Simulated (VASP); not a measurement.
Data:

```yaml
crystal:
  lattice:
    - [3.36937, 0.00000, 0.00000]
    - [0.00000, 3.36937, 0.00000]
    - [0.00000, 0.00000, 20.42340]
  atoms:
    - { symbol: Li, position: [0.00000, 0.00000, 0.37626] }
    - { symbol: Li, position: [0.00000, 0.00000, 0.54124] }
    - { symbol: Li, position: [0.00000, 0.00000, 0.70622] }
    - { symbol: Sn, position: [0.50000, 0.50000, 0.29378] }
    - { symbol: Sn, position: [0.50000, 0.50000, 0.45875] }
    - { symbol: Sn, position: [0.50000, 0.50000, 0.62373] }
```

Calculation: PBE GGA, VASP's PBE PAW potentials (set 64) (plane waves; VASP). Run with 400 eV cut-off, 7×7×1 Γ-centred mesh, Gaussian smearing of 0.10 eV, potentials Li_sv Sn_d.

The cell holds a wide vacuum, so values per volume refer to the whole cell. Unless said otherwise, spin-orbit coupling is left out, though it shifts the bands of the heavy elements here.

Predict the energy per atom (σ→0), band gap (on the k-mesh) with the smallest direct gap where there is one.

- band gap (on the k-mesh): none (metal, semimetal or under 0.01 eV)
- energy per atom (σ→0): -3.061 eV/atom

Total energies compare only between runs with the same potentials, cut-off and functional.

The cell is a sheet with vacuum, built from a generated structure.
